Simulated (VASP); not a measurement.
Here is the system:

```xyz
2
Lattice="0.0000 2.9942 2.9942 2.9942 0.0000 2.9942 2.9942 2.9942 0.0000" Properties=species:S:1:pos:R:3 pbc="T T T"
Sr     0.0000     0.0000     0.0000
Te     2.9942     2.9942     2.9942
```

These are PBEsol GGA, VASP's PBE PAW potentials (set 64) (plane waves; VASP) values and carry that method's errors. Numerical set-up: 500 eV cut-off, 8×8×8 Γ-centred mesh, Gaussian smearing of 0.050 eV, potentials Sr_sv Te.

Energy and stress use the plane-wave basis of the starting cell.

Q: The ions, cell shape and volume at an external pressure of 30.0 GPa are relaxed. Give the cell that the relaxation ends in.

A: 
```xyz
2
Lattice="0.0000 2.9135 2.9135 2.9135 0.0000 2.9135 2.9135 2.9135 0.0000" Properties=species:S:1:pos:R:3 pbc="T T T"
Sr     5.8270     2.9135     2.9135
Te     2.9135     2.9135     2.9135
```
Space group Fm-3m (225), at a tolerance of 0.03 Å.

Q: How do energy and volume change from the first to the last step?

A: The energy (σ→0) changes by +325.2 meV/atom and the volume by -7.9 %, in 4 ionic steps.

The structure was generated: SrTe was put into the rock salt type (Fm-3m), which need not be its known phase. This run relaxes it under an external pressure of 30 GPa. Symmetry was kept, so distortions that lower it aren't found.
